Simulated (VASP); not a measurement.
OSZICAR of a VASP run on BaTiO₃ (tetragonal perovskite):

OSZICAR:
```
       N       E                     dE             d eps       ncg     rms          rms(c)
DAV:   1     0.460698688771E+03    0.46070E+03   -0.21269E+04   864   0.178E+03
DAV:   2    -0.524316480148E+01   -0.46594E+03   -0.45874E+03  1128   0.483E+02
DAV:   3    -0.468744432442E+02   -0.41631E+02   -0.41578E+02  1232   0.144E+02
DAV:   4    -0.488979837923E+02   -0.20235E+01   -0.20222E+01  1280   0.275E+01
DAV:   5    -0.489744391855E+02   -0.76455E-01   -0.76448E-01  1168   0.397E+00    0.234E+01
DAV:   6    -0.385445339133E+02    0.10430E+02   -0.78780E+01  1376   0.776E+01    0.105E+01
DAV:   7    -0.384990830285E+02    0.45451E-01   -0.15166E+01  1208   0.293E+01    0.673E+00
DAV:   8    -0.382866339801E+02    0.21245E+00   -0.94695E-01  1200   0.943E+00    0.319E+00
DAV:   9    -0.383300489269E+02   -0.43415E-01   -0.40801E-01  1256   0.564E+00    0.149E+00
DAV:  10    -0.383135361761E+02    0.16513E-01   -0.19881E-01  1168   0.447E+00    0.473E-01
DAV:  11    -0.383111409641E+02    0.23952E-02   -0.11435E-02  1088   0.783E-01    0.201E-01
DAV:  12    -0.383108189956E+02    0.32197E-03   -0.33052E-03  1128   0.367E-01    0.511E-02
DAV:  13    -0.383108346868E+02   -0.15691E-04   -0.42605E-04  1128   0.174E-01    0.262E-02
DAV:  14    -0.383108582888E+02   -0.23602E-04   -0.13092E-04  1120   0.870E-02    0.197E-02
DAV:  15    -0.383108597942E+02   -0.15054E-05   -0.71907E-05  1216   0.752E-02    0.155E-02
DAV:  16    -0.383108576202E+02    0.21741E-05   -0.24876E-05  1168   0.484E-02    0.438E-03
DAV:  17    -0.383108574200E+02    0.20019E-06   -0.19424E-06   768   0.140E-02
   1 F= -.38310857E+02 E0= -.38310857E+02  d E =-.383109E+02
       N       E                     dE             d eps       ncg     rms          rms(c)
DAV:   1    -0.383127517946E+02   -0.18942E-02   -0.12105E-01   888   0.342E+00    0.345E-01
DAV:   2    -0.383116018530E+02    0.11499E-02   -0.72056E-03   992   0.752E-01    0.153E-01
DAV:   3    -0.383112241005E+02    0.37775E-03   -0.21302E-03  1224   0.303E-01    0.602E-02
DAV:   4    -0.383111832299E+02    0.40871E-04   -0.43543E-04  1392   0.142E-01    0.368E-02
DAV:   5    -0.383111830002E+02    0.22977E-06   -0.54982E-05  1240   0.646E-02    0.196E-02
DAV:   6    -0.383111842686E+02   -0.12684E-05   -0.24366E-05  1424   0.358E-02    0.133E-02
DAV:   7    -0.383111842325E+02    0.36076E-07   -0.61165E-06  1104   0.174E-02
   2 F= -.38311184E+02 E0= -.38311184E+02  d E =-.326813E-03
       N       E                     dE             d eps       ncg     rms          rms(c)
DAV:   1    -0.383111838771E+02    0.39150E-06   -0.42296E-05   896   0.642E-02    0.553E-03
DAV:   2    -0.383111837019E+02    0.17521E-06   -0.21340E-06   824   0.130E-02
   3 F= -.38311184E+02 E0= -.38311184E+02  d E =-.326282E-03
       N       E                     dE             d eps       ncg     rms          rms(c)
DAV:   1    -0.383113326644E+02   -0.14879E-03   -0.46171E-02  1008   0.278E+00    0.105E-01
DAV:   2    -0.383115528585E+02   -0.22019E-03   -0.44901E-03   888   0.492E-01    0.694E-02
DAV:   3    -0.383114915124E+02    0.61346E-04   -0.24209E-04  1216   0.118E-01    0.318E-02
DAV:   4    -0.383114751167E+02    0.16396E-04   -0.72658E-05  1312   0.769E-02    0.173E-02
DAV:   5    -0.383114725753E+02    0.25413E-05   -0.12908E-05  1184   0.339E-02    0.500E-03
DAV:   6    -0.383114724313E+02    0.14405E-06   -0.73398E-07   568   0.751E-03
   4 F= -.38311472E+02 E0= -.38311472E+02  d E =-.288729E-03
       N       E                     dE             d eps       ncg     rms          rms(c)
DAV:   1    -0.383106685876E+02    0.80399E-03   -0.41586E-01  1008   0.832E+00    0.315E-01
DAV:   2    -0.383126567768E+02   -0.19882E-02   -0.40423E-02   888   0.148E+00    0.207E-01
DAV:   3    -0.383121095005E+02    0.54728E-03   -0.21771E-03  1216   0.350E-01    0.945E-02
DAV:   4    -0.383119674366E+02    0.14206E-03   -0.63359E-04  1312   0.226E-01    0.517E-02
DAV:   5    -0.383119464018E+02    0.21035E-04   -0.11440E-04  1232   0.101E-01    0.146E-02
DAV:   6    -0.383119467133E+02   -0.31151E-06   -0.79786E-06  1104   0.223E-02
   5 F= -.38311947E+02 E0= -.38311947E+02  d E =-.763011E-03
       N       E                     dE             d eps       ncg     rms          rms(c)
DAV:   1    -0.383118606327E+02    0.85769E-04   -0.35561E-02  1008   0.244E+00    0.915E-02
DAV:   2    -0.383120319209E+02   -0.17129E-03   -0.34462E-03   888   0.431E-01    0.604E-02
DAV:   3    -0.383119855845E+02    0.46336E-04   -0.18286E-04  1216   0.102E-01    0.274E-02
DAV:   4    -0.383119740649E+02    0.11520E-04   -0.53099E-05  1312   0.652E-02    0.151E-02
DAV:   5    -0.383119721177E+02    0.19473E-05   -0.98755E-06  1184   0.297E-02    0.431E-03
DAV:   6    -0.383119720079E+02    0.10979E-06   -0.61833E-07   536   0.685E-03
   6 F= -.38311972E+02 E0= -.38311972E+02  d E =-.788306E-03
       N       E                     dE             d eps       ncg     rms          rms(c)
DAV:   1    -0.383129225176E+02   -0.95040E-03   -0.12800E-01   864   0.307E+00    0.217E-01
DAV:   2    -0.383125682609E+02    0.35426E-03   -0.63219E-03   960   0.652E-01    0.118E-01
DAV:   3    -0.383123861081E+02    0.18215E-03   -0.12105E-03  1304   0.234E-01    0.600E-02
DAV:   4    -0.383123246952E+02    0.61413E-04   -0.30049E-04  1376   0.151E-01    0.312E-02
DAV:   5    -0.383123205733E+02    0.41219E-05   -0.50963E-05  1272   0.578E-02    0.131E-02
DAV:   6    -0.383123197833E+02    0.78999E-06   -0.11416E-05  1280   0.244E-02    0.814E-03
DAV:   7    -0.383123193121E+02    0.47123E-06   -0.14709E-06   696   0.103E-02
   7 F= -.38312319E+02 E0= -.38312319E+02  d E =-.347304E-03
       N       E                     dE             d eps       ncg     rms          rms(c)
DAV:   1    -0.383183235900E+02   -0.60038E-02   -0.11494E+00   864   0.920E+00    0.649E-01
DAV:   2    -0.383151267250E+02    0.31969E-02   -0.56769E-02   952   0.196E+00    0.356E-01
DAV:   3    -0.383135014095E+02    0.16253E-02   -0.11000E-02  1256   0.708E-01    0.183E-01
DAV:   4    -0.383129349593E+02    0.56645E-03   -0.27969E-03  1360   0.463E-01    0.937E-02
DAV:   5    -0.383129113838E+02    0.23576E-04   -0.47234E-04  1264   0.173E-01    0.405E-02
DAV:   6    -0.383129101046E+02    0.12792E-05   -0.10175E-04  1200   0.725E-02    0.238E-02
DAV:   7    -0.383129105725E+02   -0.46789E-06   -0.15074E-05  1160   0.313E-02    0.959E-03
DAV:   8    -0.383129099443E+02    0.62817E-06   -0.31982E-06   928   0.159E-02
   8 F= -.38312910E+02 E0= -.38312910E+02  d E =-.937936E-03
       N       E                     dE             d eps       ncg     rms          rms(c)
DAV:   1    -0.383138333317E+02   -0.92276E-03   -0.18664E-01   864   0.370E+00    0.261E-01
DAV:   2    -0.383133240474E+02    0.50928E-03   -0.91809E-03   968   0.784E-01    0.142E-01
DAV:   3    -0.383130607374E+02    0.26331E-03   -0.17466E-03  1296   0.281E-01    0.719E-02
DAV:   4    -0.383129729601E+02    0.87777E-04   -0.43315E-04  1352   0.181E-01    0.378E-02
DAV:   5    -0.383129676155E+02    0.53446E-05   -0.75179E-05  1264   0.698E-02    0.160E-02
DAV:   6    -0.383129667285E+02    0.88700E-06   -0.16578E-05  1248   0.293E-02    0.971E-03
DAV:   7    -0.383129662539E+02    0.47459E-06   -0.22709E-06   832   0.126E-02
   9 F= -.38312966E+02 E0= -.38312966E+02  d E =-.994246E-03
```

Which electronic solver shows in the log?

It is blocked Davidson (ALGO = Normal, or the opening steps of other solvers). The INCAR had ALGO = Normal.

Can the final energy be trusted as converged?

Self-consistency was reached. It stopped with EDIFF = 1E-6, NELM = 100, NSW = 60 and EDIFFG = -0.02 after 9 ionic steps (revPBE GGA, plane waves, VASP's PBE PAW potentials (set 64)).

The compound is BaTiO3 in the tetragonal perovskite structure. This run relaxes it. Symmetry was kept, so distortions that lower it aren't found. The start is the result of an earlier pass.
